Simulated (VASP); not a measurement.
A VASP calculation is set up with these files.

File KPOINTS:
```
Automatic mesh
0
Gamma
11 11 4
0 0 0
```

File POSCAR:
```
C
1
    1.2300000000     2.1304220000     0.0000000000
    1.2300000000    -2.1304220000     0.0000000000
    0.0000000000     0.0000000000     6.7100000000
C
4
Direct
  0.0000000000   0.0000000000   0.2500000000
  0.0000000000   0.0000000000   0.7500000000
  0.6666670000   0.3333330000   0.2500000000
  0.3333330000   0.6666670000   0.7500000000
```

**INCAR**
```
SYSTEM = C
PREC = Accurate
ENCUT = 520
EDIFF = 1E-6
NELM = 100
ALGO = Normal
LREAL = .FALSE.
LASPH = .TRUE.
ISMEAR = 1
SIGMA = 0.1
GGA = PE
LWAVE = .FALSE.
LCHARG = .FALSE.
ISIF = 2
```

POTCAR, in this order: C (PBE.64 set). Program: vasp_std.

Output of the run:

### standard output
```
 -----------------------------------------------------------------------------
|                                                                             |
|     EEEEEEE  RRRRRR   RRRRRR   OOOOOOO  RRRRRR      ###     ###     ###     |
|     E        R     R  R     R  O     O  R     R     ###     ###     ###     |
|     E        R     R  R     R  O     O  R     R     ###     ###     ###     |
|     EEEEE    RRRRRR   RRRRRR   O     O  RRRRRR       #       #       #      |
|     E        R   R    R   R    O     O  R   R                               |
|     E        R    R   R    R   O     O  R    R      ###     ###     ###     |
|     EEEEEEE  R     R  R     R  OOOOOOO  R     R     ###     ###     ###     |
|                                                                             |
|     ERROR: the triple product of the basis vectors is negative exchange     |
|     two basis vectors                                                       |
|                                                                             |
|       ---->  I REFUSE TO CONTINUE WITH THIS SICK JOB ... BYE!!! <----       |
|                                                                             |
 -----------------------------------------------------------------------------
```

### Question
Read input and log: which fault does this run have?
A. ENCUT is too low for a cell relaxation, so Pulay stress biases the volume
B. NSW = 0, so the ions never move
C. POTCAR lists the elements in another order than POSCAR
D. the lattice vectors form a left-handed set

### Answer
D, the lattice vectors form a left-handed set. VASP stops with an error: ERROR: the triple product of the basis vectors is negative exchange two basis vectors ----> I REFUSE TO CONTINUE WITH THIS SICK JOB ... BYE!!! <----

To mend it, correct POSCAR.
POSCAR:
```
C
1
    1.2300000000    -2.1304220000     0.0000000000
    1.2300000000     2.1304220000     0.0000000000
    0.0000000000     0.0000000000     6.7100000000
C
4
Direct
  0.0000000000   0.0000000000   0.2500000000
  0.0000000000   0.0000000000   0.7500000000
  0.3333330000   0.6666670000   0.2500000000
  0.6666670000   0.3333330000   0.7500000000
```
The mended run (PBE GGA, plane waves, VASP's PBE PAW potentials (set 64)) converges, and its OSZICAR ends with
```
   1 F= -.36844976E+02 E0= -.36845056E+02  d E =0.239493E-03
```

The compound is C in the graphite structure. The cell was not relaxed at this level.
